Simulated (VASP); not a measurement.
The system is NbAl2N3.

```
Al Nb N
1.0
     3.15945    0.00000    0.00000
    -1.57972    2.73616    0.00000
     0.00000    0.00000    7.74574
Al Nb N
2 1 3
Direct
  0.33333 0.66667 0.66667
  0.66667 0.33333 0.33333
  0.00000 0.00000 0.00000
  0.66667 0.33333 0.83333
  0.33333 0.66667 0.16667
  0.00000 0.00000 0.50000
```

The cell was built by a generator and needn't be a form met in nature.

| Item | Value |
| --- | --- |
| Program | VASP 6.6.1 |
| Task | relaxation of cell and atoms |
| Functional | PBE |
| Potentials or basis | VASP PAW PBE potentials, release 64 (Al, Nb_sv, N) |
| Cutoff | 520 eV |
| k mesh | 5 × 5 × 2 |
| Occupations | gaussian, width 0.15 eV |
| Spin | no spin polarisation |

At the start: pressure -28.6 GPa; volume 11.16 Å³/atom.

Task: How do energy, volume and symmetry change on relaxing?

Result: Over 10 steps the energy falls by 349.7 meV/atom and the volume is 9.23 Å³/atom (-17.3 %); space group P-3m1 (No. 164, to 0.05 Å).

Step by step:
```
step  energy change (eV)  largest force (eV/Å)  pressure (GPa)  volume (Å³)
   1              0.0000                2.3607          -28.60        66.96
   2             -0.9309                3.1324           44.40        49.42
   3             -1.5007                3.1400            7.18        55.16
   4             -2.0096                1.4330            6.49        54.14
   5             -2.0262                1.3536            5.93        54.29
   6             -2.0542                0.8425           -5.78        56.61
   7             -2.0968                0.0967           -1.16        55.58
   8             -2.0969                0.1188           -1.08        55.55
   9             -2.0974                0.0866            0.60        55.20
  10             -2.0980                0.0399            0.03        55.36
```

Final structure:
```cif
data_structure
_symmetry_space_group_name_H-M 'P 1'
_symmetry_Int_Tables_number 1
_cell_length_a 2.9046
_cell_length_b 2.9046
_cell_length_c 7.5770
_cell_angle_alpha 90.000
_cell_angle_beta 90.000
_cell_angle_gamma 120.000
_cell_volume 55.36
loop_
_atom_site_label
_atom_site_type_symbol
_atom_site_fract_x
_atom_site_fract_y
_atom_site_fract_z
_atom_site_occupancy
Al1 Al 0.33333 0.66667 0.65540 1
Al2 Al 0.66667 0.33333 0.34460 1
Nb1 Nb 0.00000 0.00000 0.00000 1
N1 N 0.66667 0.33333 0.80414 1
N2 N 0.33333 0.66667 0.19586 1
N3 N 0.00000 0.00000 0.50000 1
```

Caveat: the k mesh is coarse (spacing up to 0.46 Å⁻¹), so the values aren't converged; the volume moved by over 15 % at a fixed basis, so the end points are rough.
